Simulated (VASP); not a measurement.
# GW on WSe2, part 2 of 3

Aim: the quasiparticle gap of WSe2, and what it costs to get it. The cell has space group P6_3/mmc. The start is a cell from a database of measured crystal structures.

VASP 6.6.1, plane waves and PAW; the level of theory is named at each step.

So far, gap on the k-mesh (eV): step 3 (empty bands) 0.970.

The database entry behind the starting cell differs from later determinations by our own check (a about 0.2 % long), so it need not match the best structure at ambient conditions.

## (4) G0W0, ENCUTGW 80, bands in the sums 200

This step: G0W0 on PBE, no spin polarisation; plane waves and PAW (W_sv_GW, Se_GW) (VASP 6.6.1).

One pass of GW corrects the levels to first order, with G and W from the starting orbitals.

INCAR reads:

```
SYSTEM = WSe2
PREC = Accurate
ENCUT = 340
ISMEAR = 0
SIGMA = 0.01
LREAL = .FALSE.
GGA = PE
NBANDS = 200
LASPH = .TRUE.
ALGO = EVGW0
NELMGW = 1
ENCUTGW = 80
NOMEGA = 48
PRECFOCK = Fast
NBANDSGW = 40
LWAVE = .FALSE.
LCHARG = .FALSE.
```

POSCAR reads:

```
WSe2
1.0
    3.2900000000      0.0000000000      0.0000000000
   -1.6450000000      2.8492235785      0.0000000000
    0.0000000000      0.0000000000     12.9700000000
W Se
2 4
Direct
    0.3333333333      0.6666666667      0.2500000000
    0.6666666667      0.3333333333      0.7500000000
    0.3333333333      0.6666666667      0.6210000000
    0.6666666667      0.3333333333      0.1210000000
    0.3333333333      0.6666666667      0.8790000000
    0.6666666667      0.3333333333      0.3790000000
```

KPOINTS reads:

```
Automatic mesh
0
Gamma
6 6 1
0 0 0
```

Potentials, in the order of the species: W_sv_GW and Se_GW (PBE family, release 64).

Command:

```
$ mpirun -np 8 vasp_std
```

The program printed:

```text
[banner, memory and clock lines left out]
running    8 mpi-ranks, on    1 nodes
 distrk:  each k-point on    8 cores,    1 groups
 distr:  one band on    1 cores,    8 groups

 POSCAR found type information on POSCAR W Se
 POSCAR found :  2 types and       6 ions
 [... a notice as in an earlier step ...]

|                                                                             |
|           W    W    AA    RRRRR   N    N  II  N    N   GGGG   !!!           |
|           W    W   A  A   R    R  NN   N  II  NN   N  G    G  !!!           |
|           W    W  A    A  R    R  N N  N  II  N N  N  G       !!!           |
|           W WW W  AAAAAA  RRRRR   N  N N  II  N  N N  G  GGG   !            |
|           WW  WW  A    A  R   R   N   NN  II  N   NN  G    G                |
|           W    W  A    A  R    R  N    N  II  N    N   GGGG   !!!           |
|                                                                             |
|     The default for ENCUTGWSOFT is different in this version of VASP.       |
|     please manually set ENCUTGWSOFT =80 in the INCAR file.                  |
|                                                                             |

 LDA part: xc-table for (Slater+PW92), standard interpolation
 found WAVECAR, reading the header
 POSCAR, INCAR and KPOINTS ok, starting setup
 FFT: planning ... GRIDC
 FFT: planning ... GRID_SOFT
 FFT: planning ... GRID
 reading WAVECAR
 the WAVECAR file was read successfully
 initial charge from wavefunction
 available memory per node:     85.21 GB, setting MAXMEM to     87255

 The Fermi energy was updated, please check that it is located mid-gap
 values below the HOMO (VB) or above the LUMO (CB) will cause erroneous energies
 E-fermi :   7.0740

 calculate exact exchange contribution
 the WAVEDER file was read successfully
|                                                                             |
|           W    W    AA    RRRRR   N    N  II  N    N   GGGG   !!!           |
|           W    W   A  A   R    R  NN   N  II  NN   N  G    G  !!!           |
|           W    W  A    A  R    R  N N  N  II  N N  N  G       !!!           |
|           W WW W  AAAAAA  RRRRR   N  N N  II  N  N N  G  GGG   !            |
|           WW  WW  A    A  R   R   N   NN  II  N   NN  G    G                |
|           W    W  A    A  R    R  N    N  II  N    N   GGGG   !!!           |
|                                                                             |
|     Automatic setting of frequency mesh for GW failed. Frequency mesh       |
|     properly not suitable for determining QP energies. Consider             |
|     increasing number of kpoints.                                           |
|                                                                             |

energies w=
    0.000    0.000    1.115    0.000    2.225    0.000    3.327    0.000
    4.415    0.000    5.488    0.000    6.543    0.000    7.579    0.000
    8.596    0.000    9.594    0.000   10.573    0.000   11.537    0.000
   12.487    0.000   13.426    0.000   14.357    0.000   15.283    0.000
   16.208    0.000   17.135    0.000   18.069    0.000   19.014    0.000
   19.975    0.000   20.959    0.000   21.969    0.000   23.013    0.000
   24.098    0.000   25.234    0.000   26.431    0.000   27.699    0.000
   29.053    0.000   30.510    0.000   32.089    0.000   33.818    0.000
   35.727    0.000   37.854    0.000   40.253    0.000   42.987    0.000
   46.147    0.000   49.852    0.000   54.269    0.000   59.638    0.000
   66.317    0.000   74.858    0.000   86.168    0.000  101.843    0.000
  124.972    0.000  162.430    0.000  233.207    0.000  416.243    0.000
 responsefunction array rank=     224
 LDA part: xc-table for (Slater+PW92), standard interpolation

 min. memory requirement per mpi rank    158.9 MB, per node   1270.9 MB

 allocating   6 responsefunctions rank=   224
 shmem allocating  48 responsefunctions rank=   224
 response function shared by NCSHMEM nodes    1
 Doing            6  frequencies on each core in blocks of           48
NQ=   1    0.0000    0.0000    0.0000,
|.........|.........|.........|.........|.........|.........|.........|.........
 performed        437000 updates of chi_q(r,r)
 total number of BLAS operations        164.90 Gflops
NQ=   2    0.1667    0.0000    0.0000,
|.........|.........|.........|.........|.........|.........|.........|.........
 performed       1242000 updates of chi_q(r,r)
 total number of BLAS operations        443.77 Gflops
NQ=   3    0.3333    0.0000    0.0000,
|.........|.........|.........|.........|.........|.........|.........|.........
 performed       2047000 updates of chi_q(r,r)
 total number of BLAS operations        706.78 Gflops
NQ=   4    0.5000    0.0000    0.0000,
|.........|.........|.........|.........|.........|.........|.........|.........
 performed       2644000 updates of chi_q(r,r)
 total number of BLAS operations        886.75 Gflops
NQ=   5    0.1667    0.1667    0.0000,
|.........|.........|.........|.........|.........|.........|.........|.........
 performed       3449000 updates of chi_q(r,r)
 total number of BLAS operations       1152.38 Gflops
NQ=   6    0.3333    0.1667    0.0000,
|.........|.........|.........|.........|.........|.........|.........|.........
 performed       4350000 updates of chi_q(r,r)
 total number of BLAS operations       1426.69 Gflops
NQ=   7    0.3333    0.3333    0.0000,
|.........|.........|.........|.........|.........|.........|.........|.........
 performed       4867000 updates of chi_q(r,r)
 total number of BLAS operations       1560.88 Gflops
 resolving degeneracies of screened two electron integrals

 calculate QP shifts <psi_nk| G(iteration)W_0 |psi_nk>: iteration 1
 entering main loop
```

It took 2.6 min on 8 MPI ranks of AMD EPYC 7R43, shared host; peak memory 1.4 GiB.

Parts of OUTCAR (step 4):

```text
 Found      7 irreducible k-points:

   k-points           NKPTS =      7   k-points in BZ     NKDIM =     36   number of bands    NBANDS=    200

   NELECT =      52.0000    total number of electrons

 E-fermi :   7.0740

 QP shifts <psi_nk| G(iteration)W_0 |psi_nk>: iteration 1
 for sc-GW calculations column KS-energies equals QP-energies in previous step
 and V_xc(KS)=  KS-energies - (<T + V_ion + V_H > + <T+V_H+V_ion>^1  + <V_x>^1)
 k-point   1 :       0.0000    0.0000    0.0000
  band No.  KS-energies  QP-energies   sigma(KS)   V_xc(KS)     V^pw_x(r,r')   Z            occupation Imag(sigma)
    ...
     23       5.0853       5.0465     -14.7792     -14.7294     -16.3108       0.7776       2.0000       0.2584
     24       5.4811       5.4111     -13.8496     -13.7591     -15.0551       0.7735       2.0000       0.2445
     25       5.5263       5.2271     -13.0211     -12.6404     -14.9503       0.7858       2.0000       0.2830
     26       6.5890       6.6877     -14.6896     -14.8173     -15.4326       0.7732       2.0000       0.1638
     27       9.2262       9.8929     -13.2406     -14.0948      -9.7800       0.7805       0.0000      -0.3252
     28       9.2262       9.8929     -13.2406     -14.0948      -9.7800       0.7805       0.0000      -0.3252
     29       9.2766       9.9361     -13.1560     -14.0001      -9.6666       0.7813       0.0000      -0.3292
     30       9.2766       9.9361     -13.1560     -14.0001      -9.6666       0.7813       0.0000      -0.3292
    ...

 k-point   2 :       0.1667    0.0000    0.0000
  band No.  KS-energies  QP-energies   sigma(KS)   V_xc(KS)     V^pw_x(r,r')   Z            occupation Imag(sigma)
    ...
     23       4.7428       4.4718     -13.2657     -12.9194     -15.1983       0.7824       2.0000       0.3005
     24       5.5000       5.4635     -14.1520     -14.1048     -15.3914       0.7735       2.0000       0.2450
     25       5.5424       5.2679     -13.0228     -12.6734     -14.9210       0.7857       2.0000       0.2774
     26       5.9190       5.9495     -14.3814     -14.4209     -15.4409       0.7730       2.0000       0.2118
     27       8.2379       8.7936     -12.8389     -13.5511      -9.4638       0.7802       0.0000      -0.2996
     28       8.7670       9.4597     -13.4250     -14.3094      -9.8497       0.7832       0.0000      -0.3143
     29       8.8469       9.4441     -13.2944     -14.0620      -9.9590       0.7780       0.0000      -0.3236
     30       8.9162       9.5274     -13.4497     -14.2369      -9.9530       0.7764       0.0000      -0.3435
    ...

 k-point   3 :       0.3333    0.0000    0.0000
  band No.  KS-energies  QP-energies   sigma(KS)   V_xc(KS)     V^pw_x(r,r')   Z            occupation Imag(sigma)
    ...
     23       4.8857       4.7786     -13.6925     -13.5543     -15.1654       0.7750       2.0000       0.2900
     24       4.9731       4.7688     -13.6497     -13.3878     -15.5484       0.7799       2.0000       0.2965
     25       5.1259       4.9519     -13.8361     -13.6131     -15.6776       0.7802       2.0000       0.2868
     26       5.1414       5.0677     -13.9754     -13.8802     -15.4111       0.7741       2.0000       0.2742
     27       8.1346       8.7070     -13.4339     -14.1726      -9.8952       0.7749       0.0000      -0.3141
     28       8.5040       9.1806     -14.4348     -15.3139     -10.8810       0.7696       0.0000      -0.3344
     29       8.6795       9.3715     -14.5038     -15.4030     -10.9042       0.7695       0.0000      -0.3465
     30       8.9117       9.5654     -13.9445     -14.7895     -10.2210       0.7736       0.0000      -0.3647
    ...

[... 8 parts as in an earlier step ...]

[... 4 further parts left out ...]
```

Numbers from this step:

```yaml
quasiparticle_gap_on_the_mesh: 1.355 eV
smallest_direct_quasiparticle_gap_on_the_mesh: 2.091 eV
gap_of_the_starting_orbitals_on_the_mesh: 0.9700 eV
```

GW takes the gap from 0.970 to 1.355 eV. The mesh misses a band edge: at the starting level the path gave a gap 0.02 eV smaller. Spin-orbit coupling is left out. The value holds for 200 bands, ENCUTGW = 80 eV and this mesh, and isn't shown to be converged in them. VASP warns that the automatic setting of its frequency mesh failed and advises more k points, so the value is in doubt.

## (5) Empty bands

This step: PBE, no spin polarisation; plane waves and PAW (W_sv_GW, Se_GW) (VASP 6.6.1).

The empty bands are made again, for the run that follows.

INCAR reads:

```
SYSTEM = WSe2
PREC = Accurate
ENCUT = 340
ISMEAR = 0
SIGMA = 0.01
LREAL = .FALSE.
GGA = PE
NBANDS = 320
LASPH = .TRUE.
ALGO = Exact
NELM = 1
LWAVE = .TRUE.
LCHARG = .FALSE.
LOPTICS = .TRUE.
NEDOS = 1000
CSHIFT = 0.1
```

POSCAR is that of step 4.

KPOINTS is that of step 4.

Command:

```
$ mpirun -np 8 vasp_std
```

The program printed:

```text
[banner, memory and clock lines left out]
running    8 mpi-ranks, on    1 nodes
[...]
[... a notice as in an earlier step ...]

 LDA part: xc-table for (Slater+PW92), standard interpolation
 found WAVECAR, reading the header
  number of bands has changed, file:    32 present:   320
  trying to continue reading WAVECAR, but it might fail
 POSCAR, INCAR and KPOINTS ok, starting setup
[...]
reading WAVECAR
 random initialization beyond band           32
 the WAVECAR file was read successfully
 initial charge from wavefunction
 entering main loop
       N       E                     dE             d eps       ncg     rms          rms(c)
DIA:   1    -0.472177393997E+02   -0.47218E+02    0.00000E+00     0   0.000E+00
   1 F= -.47217739E+02 E0= -.47217739E+02  d E =-.477252E-35
 writing wavefunctions
 optical routines
 imaginary and real dielectric function
 recalculating local potential from charge density
 direction            1
 direction            2
 direction            3
```

Wall time 28 s (8 MPI ranks); peak memory 1.5 GiB.

Parts of OUTCAR (step 5):

```text
  Total        1.4854047      1.4854047      2.6923927      0.0000000     -0.0000000      0.0000000
  in kB       19.5746028     19.5746028     35.4802423      0.0000000     -0.0000000      0.0000000
  external PRESSURE =      24.8764826 kB  Pullay stress =       0.0000000 kB

 POSITION                                       TOTAL-FORCE (eV/Angst)
 -----------------------------------------------------------------------------------
     -0.00000      1.89948      3.24250         0.000000     -0.000000      0.000000
      1.64500      0.94974      9.72750        -0.000000      0.000000      0.000000
     -0.00000      1.89948      8.05437        -0.000000      0.000000     -0.168388
      1.64500      0.94974      1.56937         0.000000     -0.000000     -0.168388
     -0.00000      1.89948     11.40063        -0.000000      0.000000      0.168388
      1.64500      0.94974      4.91563        -0.000000     -0.000000      0.168388
 -----------------------------------------------------------------------------------
    total drift:                               -0.000001      0.000000     -0.000000

  FREE ENERGIE OF THE ION-ELECTRON SYSTEM (eV)
  ---------------------------------------------------
  free  energy   TOTEN  =       -47.2177393997 eV

  energy  without entropy=      -47.2177393997  energy(sigma->0) =      -47.21773940

[... 1 part as in an earlier step ...]

[... 2 further parts left out ...]
[key lines of the parts left out:]
E-fermi :   6.6742
```

WAVECAR now holds 320 bands for 52 electrons.

## (6) G0W0, ENCUTGW 110, bands in the sums 320

This step: G0W0 on PBE, no spin polarisation; plane waves and PAW (W_sv_GW, Se_GW) (VASP 6.6.1).

ENCUTGW rises to 110 eV and the bands with it, to about the number of plane waves under that cutoff.

INCAR reads:

```
SYSTEM = WSe2
PREC = Accurate
ENCUT = 340
ISMEAR = 0
SIGMA = 0.01
LREAL = .FALSE.
GGA = PE
NBANDS = 320
LASPH = .TRUE.
ALGO = EVGW0
NELMGW = 1
ENCUTGW = 110
NOMEGA = 48
PRECFOCK = Fast
NBANDSGW = 40
LWAVE = .FALSE.
LCHARG = .FALSE.
```

POSCAR is that of step 5.

KPOINTS is that of step 5.

Command:

```
$ mpirun -np 8 vasp_std
```

The program printed:

```text
[banner, memory and clock lines left out]
running    8 mpi-ranks, on    1 nodes
[...]
[... a notice as in an earlier step ...]

|                                                                             |
|           W    W    AA    RRRRR   N    N  II  N    N   GGGG   !!!           |
|           W    W   A  A   R    R  NN   N  II  NN   N  G    G  !!!           |
|           W    W  A    A  R    R  N N  N  II  N N  N  G       !!!           |
|           W WW W  AAAAAA  RRRRR   N  N N  II  N  N N  G  GGG   !            |
|           WW  WW  A    A  R   R   N   NN  II  N   NN  G    G                |
|           W    W  A    A  R    R  N    N  II  N    N   GGGG   !!!           |
|                                                                             |
|     The default for ENCUTGWSOFT is different in this version of VASP.       |
|     please manually set ENCUTGWSOFT =110 in the INCAR file.                 |
|                                                                             |

[...]
total number of BLAS operations       1606.62 Gflops
NQ=   3    0.3333    0.0000    0.0000,
|.........|.........|.........|.........|.........|.........|.........|.........
 performed       3365000 updates of chi_q(r,r)
 total number of BLAS operations       2706.97 Gflops
NQ=   4    0.5000    0.0000    0.0000,
|.........|.........|.........|.........|.........|.........|.........|.........
 performed       4350000 updates of chi_q(r,r)
 total number of BLAS operations       3504.29 Gflops
NQ=   5    0.1667    0.1667    0.0000,
|.........|.........|.........|.........|.........|.........|.........|.........
 performed       5668000 updates of chi_q(r,r)
 total number of BLAS operations       4577.56 Gflops
NQ=   6    0.3333    0.1667    0.0000,
|.........|.........|.........|.........|.........|.........|.........|.........
 performed       7139000 updates of chi_q(r,r)
 total number of BLAS operations       5783.39 Gflops
NQ=   7    0.3333    0.3333    0.0000,
|.........|.........|.........|.........|.........|.........|.........|.........
 performed       7996000 updates of chi_q(r,r)
 total number of BLAS operations       6438.44 Gflops
 resolving degeneracies of screened two electron integrals

 calculate QP shifts <psi_nk| G(iteration)W_0 |psi_nk>: iteration 1
 entering main loop
[key lines of the parts left out:]
E-fermi :   7.0740
```

Run time: 4.3 min. Hardware: 8 MPI ranks; peak memory 2.2 GiB; 35 min of CPU time.

Parts of OUTCAR (step 6):

```text
 QP shifts <psi_nk| G(iteration)W_0 |psi_nk>: iteration 1
 for sc-GW calculations column KS-energies equals QP-energies in previous step
 and V_xc(KS)=  KS-energies - (<T + V_ion + V_H > + <T+V_H+V_ion>^1  + <V_x>^1)
 k-point   1 :       0.0000    0.0000    0.0000
  band No.  KS-energies  QP-energies   sigma(KS)   V_xc(KS)     V^pw_x(r,r')   Z            occupation Imag(sigma)
    ...
     23       5.0853       4.8383     -15.0478     -14.7294     -16.3108       0.7755       2.0000       0.2529
     24       5.4811       5.2511     -14.0572     -13.7591     -15.0551       0.7716       2.0000       0.2403
     25       5.5263       5.0216     -13.2845     -12.6404     -14.9503       0.7836       2.0000       0.2787
     26       6.5890       6.4955     -14.9385     -14.8173     -15.4326       0.7708       2.0000       0.1581
     27       9.2262       9.6909     -13.4975     -14.0948      -9.7800       0.7780       0.0000      -0.3288
     28       9.2262       9.6909     -13.4975     -14.0948      -9.7800       0.7780       0.0000      -0.3288
     29       9.2766       9.7332     -13.4138     -14.0001      -9.6666       0.7788       0.0000      -0.3329
     30       9.2766       9.7332     -13.4138     -14.0001      -9.6666       0.7788       0.0000      -0.3329
    ...

[... 1 part as in an earlier step ...]

[... 2 further parts left out ...]
[key lines of the parts left out:]
E-fermi :   7.0740
```

The gap is now 1.389 eV, +33 meV against the GW run before. The mesh misses a band edge: at the starting level the path gave a gap 0.02 eV smaller. Spin-orbit coupling is left out. VASP warns that the automatic setting of its frequency mesh failed and advises more k points, so the value is in doubt.

(Continued in part 3 of 3.)

[Lines on the potential files, build, host, timing and source positions are cut from VASP's logs without a mark.]

[Logs are printed without paths, hosts, clocks, repeated set-up lines and the standing remarks that a program may print on its own settings, such as how far it seeks lower states.]

[Hosts, paths, dates, database ids (printed as entryN), source tags and the programs' standing remarks are cut or masked in the printed files.]

[Pressures printed for these runs are not shown converged in the cutoff: they can be off by several GPa and have the wrong sign.]
